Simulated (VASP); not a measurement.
An input for Ansatz (written as the equivalent of a VASP run, and not itself run):

Ansatz 0.2 input:
```yaml
crystal:
  lattice:
    - [1.5683751, -2.7165054, 0.0000000]
    - [1.5683751, 2.7165054, 0.0000000]
    - [0.0000000, 0.0000000, 5.0236211]
  atoms:
    - { symbol: Al, position: [0.6666670, 0.3333330, 0.5000727] }
    - { symbol: Al, position: [0.3333330, 0.6666670, 0.0000727] }
    - { symbol: N, position: [0.6666670, 0.3333330, 0.8819273] }
    - { symbol: N, position: [0.3333330, 0.6666670, 0.3819273] }
kpoints:
  mp_grid: { grid: [8, 8, 4] }
hamiltonian:
  xc: r2scan
  pseudopotentials: { kind: paw }
scf:
  occupations: { method: gaussian, width: 0.05 }
  max_iter: 100
output: { forces: true, stress: true, eigenvalues: true }
```

**Question.** Write the VASP files for the same calculation (r2SCAN).

**Answer.** Several could match; the one computed here: 
**INCAR**
```
ALGO = Normal
EDIFF = 1E-7
ENCUT = 600
ISIF = 2
ISMEAR = 0
LASPH = .TRUE.
LCHARG = .FALSE.
LMIXTAU = .TRUE.
LREAL = .FALSE.
LWAVE = .FALSE.
METAGGA = R2SCAN
NELM = 100
PREC = Accurate
SIGMA = 0.05
SYSTEM = AlN
```

### POSCAR
```
AlN
1
    1.5683751240    -2.7165053942     0.0000000000
    1.5683751240     2.7165053942     0.0000000000
    0.0000000000     0.0000000000     5.0236210872
Al N
2 2
Direct
  0.6666670000   0.3333330000   0.5000726666
  0.3333330000   0.6666670000   0.0000726666
  0.6666670000   0.3333330000   0.8819273334
  0.3333330000   0.6666670000   0.3819273334
```

**KPOINTS**
```
Automatic
0
gamma
  8 8 4
0 0 0
```

POTCAR, in this order: Al N (PBE.64 set). Program: vasp_std.

Limits of the translation: each code has its own PAW files, so the cut-off isn't converted (ENCUT is set for VASP's; basis.ecutwfc is left out, and Ansatz then takes the one that its files recommend); Ansatz stops its SCF on the density residual and VASP on the energy change (EDIFF).

The compound is AlN in the wurtzite structure. This cell was strained or had an atom moved on purpose.
